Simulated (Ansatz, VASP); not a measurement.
## One structure in several programs: NbH (Cmme, 4 atoms in the cell)

Self-consistent single point.

```xyz
4
Lattice="1.8542 -2.4047 0.0000 1.8542 2.4047 0.0000 0.0000 0.0000 4.8273" Properties=species:S:1:pos:R:3 pbc="T T T"
Nb     1.8542    -1.2023     1.2978
Nb     1.8542     1.2023     3.5295
H      0.9271     0.0000     0.0000
H      2.7813     0.0000     0.0000
```

Shared settings, as Ansatz (a program for electronic structure) writes them: kpoints.mp_grid.grid = 11 11 7; magnetization.spin_orbit = true; scf.occupations.method = gaussian; scf.occupations.width = 0.136 eV. Potentials and cutoffs stand in the table.

```csv
code,model,pressure (GPa),largest force (eV/Å),cutoff
Ansatz,"LDA (PW92) with spin-orbit coupling, PAW files made with PBE",-12.30,0.052,default
VASP,"LDA (PZ), spin-orbit coupling, VASP's LDA PAW potentials (set 64)",-14.23,0.040,300 eV
```

The spread over the programs that give each value: pressure within 1.93 GPa; largest force within 0.012 eV/Å.

Ansatz's pressure is given at a fixed set of plane waves, as the other plane-wave codes print theirs; with its correction for the finite basis it is -12.23 GPa. The same LDA comes in different parametrisations, which differ slightly.

VASP's run is marked for a possible Pulay error in its stress at this cutoff; no cutoff test was made.

The starting cell comes from a database of computed structures (which also holds hypothetical and non-ambient phases and stackings), without a prior relaxation at this level. Its lattice was rescaled by a random factor within 2.5 % of one.

Left out of this page: FLEUR (not drawn, or without a comparable value).

Keys are those of Ansatz 0.2.
